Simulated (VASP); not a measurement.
```
TlF
1.0
    3.68893     0.00000     0.00000
    0.00000     3.68893     0.00000
    0.00000     0.00000     6.22358
Tl F
2 2
Direct
  0.00000   0.50000   0.74417
  0.50000   0.00000   0.25583
  0.50000   0.00000   0.86423
  0.00000   0.50000   0.13577
```

The numbers are results of LDA (Ceperley-Alder, Perdew-Zunger), VASP's LDA PAW potentials (set 64) (plane waves; VASP), not measurements. Run with 400 eV cut-off, 5×5×3 Γ-centred mesh, Gaussian smearing of 0.010 eV, potentials Tl_d F.

At this cut-off the stress carries a Pulay error, which pulls relaxed volumes low. Energy and stress use the plane-wave basis of the starting cell.

Problem. The ions, cell shape and volume are relaxed. What does this cell relax into?

Solution. 
```
TlF
1.0
    3.51615     0.00000     0.00000
    0.00000     3.51615     0.00000
    0.00000     0.00000     5.87868
Tl F
2 2
Cartesian
  0.00000   1.75808   4.27588
  1.75808   0.00000   1.60280
  1.75808   0.00000   5.08287
  0.00000   1.75808   0.79581
```
Space group P4/nmm (129), at a tolerance of 0.03 Å.

Problem. How do energy and volume change from the first to the last step?

Solution. The energy (σ→0) changes by -69.1 meV/atom and the volume by -14.2 %, in 13 ionic steps.

The structure comes from a computed database's TlF entry; how it stands against other phases isn't given here. This run relaxes it. Symmetry was kept, so distortions that lower it aren't found. The run is one of a series of settings (EDIFFG = -0.01, IBRION = 2, ISIF = 3, NSW = 50 against the base run), some of them coarse on purpose.
